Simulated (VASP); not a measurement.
The system is Ta.

```
Ta
1.0
    -1.65128    1.65128    1.65128
     1.65128   -1.65128    1.65128
     1.65128    1.65128   -1.65128
Ta
1
Direct
  0.00000 0.00000 0.00000
```

* Program: VASP 6.6.1
* Task: relaxation of cell and atoms
* Functional: PBEsol
* Potentials or basis: VASP PAW PBE potentials, release 64 (Ta_pv)
* Cutoff: 600 eV
* k mesh: 23 × 23 × 23
* Occupations: fermi-dirac, width 0.05 eV
* Spin: no spin polarisation

At the start: pressure -3.6 GPa; volume 18.01 Å³/atom.

**Question.** Where does the relaxation end?

**Answer.** Over 3 steps the energy falls by 3.6 meV/atom and the volume is 17.70 Å³/atom (-1.7 %); space group Im-3m (No. 229, to 0.05 Å).

Step by step:
```
step  energy change (eV)  largest force (eV/Å)  pressure (GPa)  volume (Å³)
   1              0.0000                0.0000           -3.62        18.01
   2              0.0172                0.0000            9.49        16.97
   3             -0.0036                0.0000           -0.06        17.70
```

Final structure:
```
Ta
1.0
    -1.64173    1.64173    1.64173
     1.64173   -1.64173    1.64173
     1.64173    1.64173   -1.64173
Ta
1
Cartesian
  0.0000 0.0000 0.0000
```

Caveat: the PAW data sets were made with another functional, which shifts forces and pressure a little.
